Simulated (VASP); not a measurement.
These are PBE GGA with D4 dispersion, VASP's PBE PAW potentials (set 64) (plane waves; VASP) values and carry that method's errors.

VASP ran on this input.

POSCAR:
```
GaAs
1
    0.0000000000     2.8328305667     2.8328305667
    2.8328305667     0.0000000000     2.8328305667
    2.8328305667     2.8328305667    -0.0000000000
Ga As
1 1
Direct
  0.0000000000   0.0000000000   0.0000000000
  0.2500000000   0.2500000000   0.2500000000
```

**INCAR**
```
ALGO = Normal
EDIFF = 1E-7
ENCUT = 520
GGA = PE
ISIF = 2
ISMEAR = -5
IVDW = 13
LASPH = .True.
LCHARG = .True.
LMAXMIX = 4
LORBIT = 11
LREAL = .False.
LWAVE = .False.
NEDOS = 601
NELM = 100
PREC = Accurate
SYSTEM = GaAs
```

**KPOINTS**
```
Regular mesh
0
gamma
9 9 9
0 0 0
```

POTCAR, in this order: Ga_d As (PBE.64 set). Program: vasp_std.

Output

OSZICAR:
```
       N       E                     dE             d eps       ncg     rms          rms(c)
DAV:   1     0.824005033574E+02    0.82401E+02   -0.92572E+03   926   0.192E+03
DAV:   2    -0.221341396280E+01   -0.84614E+02   -0.82189E+02   995   0.331E+02
DAV:   3    -0.830902771896E+01   -0.60956E+01   -0.60611E+01  1145   0.752E+01
DAV:   4    -0.841248203218E+01   -0.10345E+00   -0.10341E+00  1064   0.109E+01
DAV:   5    -0.841397683675E+01   -0.14948E-02   -0.14947E-02  1085   0.110E+00    0.289E+00
DAV:   6    -0.827319496973E+01    0.14078E+00   -0.25852E-01  1405   0.967E+00    0.175E+00
DAV:   7    -0.825424310004E+01    0.18952E-01   -0.72810E-02  1204   0.218E+00    0.563E-01
DAV:   8    -0.825496114966E+01   -0.71805E-03   -0.10412E-02  1060   0.144E+00    0.101E-01
DAV:   9    -0.825534974894E+01   -0.38860E-03   -0.10778E-03  1101   0.462E-01    0.532E-02
DAV:  10    -0.825541362245E+01   -0.63874E-04   -0.81548E-05  1201   0.105E-01    0.291E-02
DAV:  11    -0.825546488001E+01   -0.51258E-04   -0.80375E-05   965   0.772E-02    0.356E-03
DAV:  12    -0.825546523463E+01   -0.35462E-06   -0.13755E-06  1118   0.189E-02    0.144E-03
DAV:  13    -0.825546564502E+01   -0.41039E-06   -0.56475E-07  1005   0.654E-03    0.625E-04
DAV:  14    -0.825546562291E+01    0.22112E-07   -0.15523E-08   625   0.173E-03
   1 F= -.90894234E+01 E0= -.90894234E+01  d E =0.000000E+00
```

File OUTCAR:
```
------------------------ aborting loop because EDIFF is reached ----------------------------------------
  Edisp (eV):   -0.83396
  FORCE on cell =-STRESS in cart. coord.  units (eV):
  Direction    XX          YY          ZZ          XY          YZ          ZX
  --------------------------------------------------------------------------------------
  Total       0.00517     0.00517     0.00517    -0.00000     0.00000    -0.00000
  in kB       0.18205     0.18205     0.18205    -0.00000     0.00000    -0.00000
  external pressure =        0.18 kB  Pullay stress =        0.00 kB
  volume of cell :       45.47
      direct lattice vectors                 reciprocal lattice vectors
     0.000000000  2.832830567  2.832830567    -0.176501908  0.176501908  0.176501908
     2.832830567  0.000000000  2.832830567     0.176501908 -0.176501908  0.176501908
     2.832830567  2.832830567  0.000000000     0.176501908  0.176501908 -0.176501908
  FREE ENERGIE OF THE ION-ELECTRON SYSTEM (eV)
  ---------------------------------------------------
  free  energy   TOTEN  =        -9.0894234405 eV

  energy  without entropy=       -9.0894234405  energy(sigma->0) =       -9.08942344

 total charge

# of ion       s       p       d       tot
------------------------------------------
    1        0.882   0.796   9.993  11.671
    2        1.210   1.595   0.031   2.835
--------------------------------------------------
tot          2.091   2.390  10.024  14.506
```
(Selected blocks of OUTCAR.)

### OUTCAR
```
 val. band max:        3.8724370332   @ k =   0.0000   0.0000   0.0000

 cond. band min:       4.3451582977   @ k =   0.0000   0.0000   0.0000


 Fermi energy:         3.9148237465

 k-point     1 :       0.0000    0.0000    0.0000
  band No.  band energies     occupation
      1     -10.9236      2.00000
      2     -10.9236      2.00000
      3     -10.9236      2.00000
      4     -10.8459      2.00000
      5     -10.8459      2.00000
      6      -8.8077      2.00000
      7       3.8724      2.00000
      8       3.8724      2.00000
      9       3.8724      2.00000
     10       4.3452      0.00000
     11       7.5999      0.00000
     12       7.5999      0.00000
     13       7.5999      0.00000

 k-point     2 :       0.1111    0.0000    0.0000
  band No.  band energies     occupation
      1     -10.9341      2.00000
      2     -10.9208      2.00000
      3     -10.9208      2.00000
      4     -10.8461      2.00000
      5     -10.8461      2.00000
      6      -8.6643      2.00000
      7       2.1564      2.00000
      8       3.6823      2.00000
      9       3.6823      2.00000
     10       5.3798      0.00000
     11       7.8816      0.00000
     12       7.8816      0.00000
     13       7.9311      0.00000

 k-point     3 :       0.2222    0.0000    0.0000
  band No.  band energies     occupation
      1     -10.9586      2.00000
      2     -10.9143      2.00000
      3     -10.9143      2.00000
      4     -10.8459      2.00000
      5     -10.8459      2.00000
      6      -8.2571      2.00000
      7       0.2042      2.00000
      8       3.2961      2.00000
      9       3.2961      2.00000
     10       5.3798      0.00000
     11       8.3761      0.00000
     12       8.3761      0.00000
     13       9.3516      0.00000

 k-point     4 :       0.3333    0.0000    0.0000
  band No.  band energies     occupation
      1     -10.9837      2.00000
      2     -10.9082      2.00000
      3     -10.9082      2.00000
...
```

The compound is GaAs in the zinc blende structure. It was relaxed first.
